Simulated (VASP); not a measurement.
Consider the following.

```
CELL_PARAMETERS angstrom
      4.22412    -7.29331     0.00000
      2.10207     3.64089     0.00000
      0.00000     0.00000     6.86381
ATOMIC_POSITIONS crystal
  Cd 0.34336 0.34336 0.49111
  Cd 0.15664 0.65664 0.99111
  Cd 0.82407 0.32407 0.50988
  Cd 0.67593 0.67593 0.00988
  Se 0.33914 0.33914 0.87388
  Se 0.16086 0.66086 0.37388
  S  0.82792 0.32792 0.87913
  S  0.67208 0.67208 0.37913
```

Computed with PBEsol GGA, VASP's PBE PAW potentials (set 64) (plane waves; VASP). Numerical set-up: 400 eV cut-off, Gaussian smearing of 0.050 eV, potentials Cd Se S.

**Question.** Give the energies of bands 27 to 40 at the high-symmetry points, in eV from the valence-band maximum.

**Answer.** 
```tsv
band	Γ	X	S	Y	Z	U	R	T
27	-3.77	-3.53	-3.75	-2.76	-2.77	-3.99	-4.28	-3.24
28	-2.82	-3.53	-3.75	-2.59	-2.77	-3.99	-4.28	-3.24
29	-2.07	-2.80	-2.86	-2.21	-1.55	-2.32	-1.74	-1.66
30	-1.50	-2.80	-2.86	-2.21	-1.55	-2.32	-1.74	-1.66
31	-0.96	-2.61	-2.04	-1.77	-1.48	-2.12	-1.64	-1.35
32	-0.91	-2.61	-2.04	-1.23	-1.48	-2.12	-1.64	-1.35
33	-0.80	-1.49	-1.45	-0.83	-0.52	-1.56	-1.34	-1.30
34	-0.15	-1.49	-1.45	-0.75	-0.52	-1.56	-1.34	-1.30
35	-0.13	-1.34	-0.87	-0.45	-0.42	-1.09	-1.25	-0.73
36	0.00	-1.34	-0.87	-0.21	-0.42	-1.09	-1.25	-0.73
37	0.69	4.06	3.21	2.50	2.38	3.67	2.92	3.24
38	2.27	4.06	3.21	2.67	2.38	3.67	2.92	3.24
39	3.31	4.47	3.39	3.50	3.00	3.88	3.01	3.56
40	3.40	4.47	3.39	3.60	3.00	3.88	3.01	3.56
```

The gap is direct, 0.69 eV, from the valence maximum at Γ to the conduction minimum at Γ.

The structure was generated: Cd4S2Se2 was put into an ordered model structure (Pmn2_1), which need not be its known phase. It was relaxed first.
